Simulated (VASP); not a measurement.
An input for Ansatz (written as the equivalent of a VASP run, and not itself run):

Ansatz 0.2 input:
```yaml
crystal:
  lattice:
    - [0.0000000, 2.2922548, 2.2922548]
    - [2.2922548, 0.0000000, 2.2922548]
    - [2.2922548, 2.2922548, 0.0000000]
  atoms:
    - { symbol: Li, position: [0.2500000, 0.2500000, 0.2500000] }
    - { symbol: Li, position: [0.7500000, 0.7500000, 0.7500000] }
    - { symbol: O, position: [0.0000000, 0.0000000, 0.0000000] }
kpoints:
  mp_grid: { grid: [10, 10, 10] }
hamiltonian:
  xc: pbesol
  pseudopotentials: { kind: paw }
scf:
  occupations: { method: gaussian, width: 0.05 }
  max_iter: 100
output: { forces: true, stress: true, eigenvalues: true }
```

Write the VASP files for the same calculation (PBEsol).

One answer among several that fit: 
File KPOINTS:
```
Regular mesh
0
G
10 10 10
```

**POSCAR**
```
Li2O
1
    0.0000000000     2.2922548072     2.2922548072
    2.2922548072     0.0000000000     2.2922548072
    2.2922548072     2.2922548072     0.0000000000
Li O
2 1
Direct
  0.2500000000   0.2500000000   0.2500000000
  0.7500000000   0.7500000000   0.7500000000
  0.0000000000   0.0000000000   0.0000000000
```

INCAR:
```
ISIF = 2   # forces and stress, cell fixed
LREAL = .FALSE.   # projection in real space or not
LWAVE = .FALSE.
NELM = 100
EDIFF = 1E-7   # SCF stop (eV)
SYSTEM = Li2O
PREC = Accurate
ISMEAR = 0   # Gaussian
ALGO = Normal
LCHARG = .FALSE.
ENCUT = 520
GGA = PS   # PBEsol
SIGMA = 0.05
LASPH = .TRUE.
```

POTCAR, in this order: Li_sv O (PBE.64 set). Program: vasp_std.

Limits of the translation: each code has its own PAW files, so the cut-off isn't converted (ENCUT is set for VASP's; basis.ecutwfc is left out, and Ansatz then takes the one that its files recommend); Ansatz stops its SCF on the density residual and VASP on the energy change (EDIFF).

The compound is Li2O in the antifluorite structure. It was relaxed first.
